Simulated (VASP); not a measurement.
```
Pt3Ti
1.0
    3.89515     0.00000     0.00000
    0.00000     3.89515     0.00000
    0.00000     0.00000     3.89515
Ti Pt
1 3
Cartesian
  0.00000   0.00000   0.00000
  0.00000   1.94758   1.94758
  1.94758   0.00000   1.94758
  1.94758   1.94758   0.00000
```

Computed with PBE GGA with D3 dispersion (zero damping), VASP's PBE PAW potentials (set 64) (plane waves; VASP). Numerical set-up: 520 eV cut-off, Gaussian smearing of 0.050 eV, potentials Ti_sv Pt.

Question: Give the energies of bands 11 to 24 at the high-symmetry points, in eV from the Fermi level.

Answer: 
```csv
band,Γ,X,M,R
11,-6.80,-5.13,-4.89,-4.54
12,-3.67,-4.74,-4.89,-3.70
13,-3.67,-4.43,-4.42,-3.70
14,-3.67,-4.43,-4.42,-3.70
15,-1.72,-3.62,-4.18,-3.09
16,-1.72,-3.16,-3.24,-3.09
17,-0.56,-2.71,-3.16,-1.00
18,0.02,-2.71,-3.16,-0.73
19,0.02,-2.65,-2.50,-0.73
20,0.02,-1.41,-2.34,-0.73
21,1.36,-0.26,-2.30,-0.48
22,1.36,-0.26,0.16,-0.48
23,1.56,0.03,0.16,-0.48
24,1.56,0.41,0.32,1.17
```

It has no gap at this level: it comes out as a metal or semimetal.

The compound is Pt3Ti in the L1_2 structure. It was relaxed first.
